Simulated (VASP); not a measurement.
Output of a VASP run:

OUTCAR:
```
 ion  position               nearest neighbor table
   1  0.000  0.000  0.000-
  LATTYP: Found a body centered tetragonal cell.
 ALAT       =     3.2367304672
 C/A-ratio  =     1.5487096981
 Subroutine PRICEL returns:
 Original cell was already a primitive cell.
 Subroutine GETGRP returns: Found 16 space group operations
The static configuration has the point symmetry D_4h.
The dynamic configuration has the point symmetry D_4h.
 Subroutine INISYM returns: Found 16 space group operations
 Subroutine IBZKPT returns following result:
 Found    349 irreducible k-points:

 Following reciprocal coordinates:
            Coordinates               Weight
  0.000000  0.000000  0.000000      1.000000
  0.062500  0.000000 -0.000000      8.000000
  0.125000  0.000000 -0.000000      8.000000
  0.187500  0.000000 -0.000000      8.000000
  0.250000  0.000000 -0.000000      8.000000
  0.312500  0.000000 -0.000000      8.000000
  0.375000  0.000000 -0.000000      8.000000
  0.437500  0.000000  0.000000      8.000000
  0.500000  0.000000 -0.000000      4.000000
  0.062500  0.062500 -0.000000      8.000000
  0.125000  0.062500 -0.000000     16.000000
  0.187500  0.062500  0.000000     16.000000
  0.250000  0.062500 -0.000000     16.000000
  0.312500  0.062500 -0.000000     16.000000
  0.375000  0.062500  0.000000     16.000000
  0.437500  0.062500  0.000000     16.000000
  0.500000  0.062500 -0.000000     16.000000
 -0.437500  0.062500  0.000000     16.000000
 -0.375000  0.062500  0.000000     16.000000
 -0.312500  0.062500  0.000000     16.000000
 -0.250000  0.062500  0.000000     16.000000
 -0.187500  0.062500  0.000000     16.000000
 -0.125000  0.062500  0.000000     16.000000
 -0.062500  0.062500  0.000000      4.000000
  0.125000  0.125000 -0.000000      8.000000
  0.187500  0.125000  0.000000     16.000000
  0.250000  0.125000 -0.000000     16.000000
  0.312500  0.125000 -0.000000     16.000000
  0.375000  0.125000  0.000000     16.000000
  0.437500  0.125000 -0.000000     16.000000
  0.500000  0.125000 -0.000000     16.000000
 -0.437500  0.125000  0.000000     16.000000
 -0.375000  0.125000  0.000000     16.000000
 -0.312500  0.125000  0.000000     16.000000
 -0.250000  0.125000  0.000000     16.000000
 -0.187500  0.125000  0.000000     16.000000
 -0.125000  0.125000  0.000000      4.000000
  0.187500  0.187500 -0.000000      8.000000
  0.250000  0.187500  0.000000     16.000000
  0.312500  0.187500 -0.000000     16.000000
   k-points           NKPTS =    349   k-points in BZ     NKDIM =    349   number of bands    NBANDS=     10
   number of dos      NEDOS =    301   number of ions     NIONS =      1
   total plane-waves  NPLWV =  21952
   dimension x,y,z NGX =    28 NGY =   28 NGZ =   28
   dimension x,y,z NGXF=    56 NGYF=   56 NGZF=   56
   ions per type =               1
   PREC   = accura    normal or accurate (medium, high low for compatibility)
   ISTART =      0    job   : 0-new  1-cont  2-samecut
   ICHARG =      2    charge: 1-file 2-atom 10-const
   ISPIN  =      1    spin polarized calculation?
   LNONCOLLINEAR =      F non collinear calculations
   LSORBIT =      F    spin-orbit coupling
   INIWAV =      1    electr: 0-lowe 1-rand  2-diag
   ENCUT  =  520.0 eV  38.22 Ry    6.18 a.u.   6.31  6.31  6.31*2*pi/ulx,y,z
   NELM   =    100;   NELMIN=  2; NELMDL= -5     # of ELM steps
   EDIFF  = 0.1E-06   stopping-criterion for ELM
   LREAL  =      F    real-space projection
   NLSPLINE    = F    spline interpolate recip. space projectors
   LMAXMIX     =    4 max onsite mixed and CHGCAR
   VOSKOWN=      0    Vosko Wilk Nusair interpolation
   EDIFFG = -.1E-01   stopping-criterion for IOM
   NSW    =     30    number of steps for IOM
   NBLOCK =      1;   KBLOCK =     30    inner block; outer block
   IBRION =      2    ionic relax: 0-MD 1-quasi-New 2-CG
...
```

File OSZICAR:
```
...
DAV:   2    -0.225761639525E+02    0.16239E-02   -0.25158E-03  9838   0.924E-01    0.177E-01
DAV:   3    -0.225754627912E+02    0.70116E-03   -0.87620E-04  8302   0.963E-01    0.465E-02
DAV:   4    -0.225756081304E+02   -0.14534E-03   -0.27502E-04  7268   0.187E-01    0.484E-02
DAV:   5    -0.225756081361E+02   -0.56662E-08   -0.13587E-05 10680   0.360E-02    0.632E-02
DAV:   6    -0.225756105523E+02   -0.24162E-05   -0.21170E-06  7200   0.193E-02    0.564E-02
DAV:   7    -0.225756103808E+02    0.17150E-06   -0.14408E-06  7508   0.174E-02    0.341E-02
DAV:   8    -0.225756109295E+02   -0.54876E-06   -0.12282E-06  7096   0.127E-02    0.303E-02
DAV:   9    -0.225756110097E+02   -0.80162E-07   -0.17604E-07  7132   0.493E-03
   2 F= -.22575611E+02 E0= -.22575615E+02  d E =-.617091E-03
       N       E                     dE             d eps       ncg     rms          rms(c)
DAV:   1    -0.225958530286E+02   -0.20242E-01   -0.80836E-01  7976   0.101E+01    0.785E-01
DAV:   2    -0.225811865936E+02    0.14666E-01   -0.22948E-02  9490   0.245E+00    0.527E-01
DAV:   3    -0.225748332939E+02    0.63533E-02   -0.79476E-03  8258   0.273E+00    0.139E-01
DAV:   4    -0.225761227273E+02   -0.12894E-02   -0.23942E-03  7278   0.555E-01    0.144E-01
DAV:   5    -0.225761147560E+02    0.79713E-05   -0.12556E-04 10534   0.108E-01    0.191E-01
DAV:   6    -0.225761383511E+02   -0.23595E-04   -0.12452E-05  7282   0.480E-02    0.172E-01
DAV:   7    -0.225761442165E+02   -0.58654E-05   -0.11780E-05  7862   0.594E-02    0.958E-02
DAV:   8    -0.225761464217E+02   -0.22052E-05   -0.12452E-05  7110   0.415E-02    0.851E-02
DAV:   9    -0.225761483681E+02   -0.19464E-05   -0.26400E-06  7092   0.188E-02    0.585E-02
DAV:  10    -0.225761484386E+02   -0.70473E-07   -0.16601E-07  7950   0.677E-03
   3 F= -.22576148E+02 E0= -.22576207E+02  d E =-.115452E-02
       N       E                     dE             d eps       ncg     rms          rms(c)
DAV:   1    -0.225790859506E+02   -0.29376E-02   -0.11487E-01  8052   0.381E+00    0.302E-01
DAV:   2    -0.225769977767E+02    0.20882E-02   -0.32291E-03  9810   0.104E+00    0.207E-01
DAV:   3    -0.225760774828E+02    0.92029E-03   -0.11251E-03  8206   0.111E+00    0.513E-02
DAV:   4    -0.225762789921E+02   -0.20151E-03   -0.36192E-04  7230   0.217E-01    0.528E-02
DAV:   5    -0.225762786358E+02    0.35623E-06   -0.18428E-05 10614   0.423E-02    0.705E-02
DAV:   6    -0.225762821007E+02   -0.34649E-05   -0.52245E-06  7116   0.293E-02    0.609E-02
DAV:   7    -0.225762824977E+02   -0.39697E-06   -0.17549E-06  7182   0.169E-02    0.413E-02
DAV:   8    -0.225762828683E+02   -0.37069E-06   -0.10033E-06  7064   0.115E-02    0.371E-02
DAV:   9    -0.225762830708E+02   -0.20250E-06   -0.16220E-07  7186   0.494E-03    0.280E-02
DAV:  10    -0.225762831570E+02   -0.86162E-07   -0.22201E-08  3682   0.294E-03
   4 F= -.22576283E+02 E0= -.22576381E+02  d E =-.128924E-02
       N       E                     dE             d eps       ncg     rms          rms(c)
DAV:   1    -0.225764215217E+02   -0.13845E-03   -0.53092E-03  8022   0.818E-01    0.681E-02
DAV:   2    -0.225763228817E+02    0.98640E-04   -0.15092E-04  9878   0.228E-01    0.479E-02
DAV:   3    -0.225762791476E+02    0.43734E-04   -0.53471E-05  8218   0.241E-01    0.111E-02
DAV:   4    -0.225762892458E+02   -0.10098E-04   -0.17344E-05  7218   0.474E-02    0.115E-02
DAV:   5    -0.225762892372E+02    0.86834E-08   -0.83722E-07 10582   0.930E-03
   5 F= -.22576289E+02 E0= -.22576383E+02  d E =-.129532E-02
```

OUTCAR:
```
------------------------ aborting loop because EDIFF is reached ----------------------------------------
  FORCE on cell =-STRESS in cart. coord.  units (eV):
  Direction    XX          YY          ZZ          XY          YZ          ZX
  --------------------------------------------------------------------------------------
  Total        0.0009158      0.0009158     -0.0084967      0.0000000     -0.0000000      0.0000000
  in kB        0.0558811      0.0558811     -0.5184444      0.0000000     -0.0000000      0.0000000
  external PRESSURE =      -0.1355607 kB  Pullay stress =       0.0000000 kB
  volume of cell :       26.26
      direct lattice vectors                 reciprocal lattice vectors
    -1.607315378  1.607315378  2.540957721     0.000000000  0.311077718  0.196776198
     1.607315378 -1.607315378  2.540957721     0.311077718  0.000000000  0.196776198
     1.607315378  1.607315378 -2.540957721     0.311077718  0.311077718  0.000000000
 POSITION                                       TOTAL-FORCE (eV/Angst)
 -----------------------------------------------------------------------------------
     -0.00000      0.00000      0.00000        -0.000000      0.000000      0.000000
 -----------------------------------------------------------------------------------
    total drift:                               -0.000000     -0.000000     -0.000000
  FREE ENERGIE OF THE ION-ELECTRON SYSTEM (eV)
  ---------------------------------------------------
  free  energy   TOTEN  =       -22.5762892372 eV

  energy  without entropy=      -22.5765715879  energy(sigma->0) =      -22.57638335

 reached required accuracy - stopping structural energy minimisation
```
(Selected blocks of OUTCAR.)

**POSCAR**
```
In
1
   -1.6183652336     1.6183652336     2.5063779323
    1.6183652336    -1.6183652336     2.5063779323
    1.6183652336     1.6183652336    -2.5063779323
In
1
Direct
  1.0000000000   0.0000000000   0.0000000000
```

Write an INCAR and KPOINTS that could have produced this output.

This is not unique; one that fits is the input of the run itself, r2SCAN meta-GGA, plane waves, VASP's PBE PAW potentials (set 64).

INCAR:
```
# general
SYSTEM   =  In
PREC     =  Accurate
ENCUT    =  520
LREAL    =  .FALSE.
LASPH    =  .TRUE.   # aspherical one-centre terms

# electronic loop
EDIFF    =  1E-7   # SCF stop (eV)
NELM     =  100   # most electronic steps
ALGO     =  Normal   # blocked Davidson
LMAXMIX  =  4
LMIXTAU  =  .TRUE.

# smearing
ISMEAR   =  1
SIGMA    =  0.1

# functional
METAGGA  =  R2SCAN

# ions
IBRION   =  2
NSW      =  30
ISIF     =  4
EDIFFG   =  -0.01   # ionic stop

# output
LWAVE    =  .FALSE.
LCHARG   =  .FALSE.
```

File KPOINTS:
```
Automatic mesh
0
Gamma
16 16 16
0 0 0
```

POTCAR, in this order: In_d (PBE.64 set). Program: vasp_std.

The compound is In in the bct structure. This run relaxes it. Symmetry was kept, so distortions that lower it aren't found.
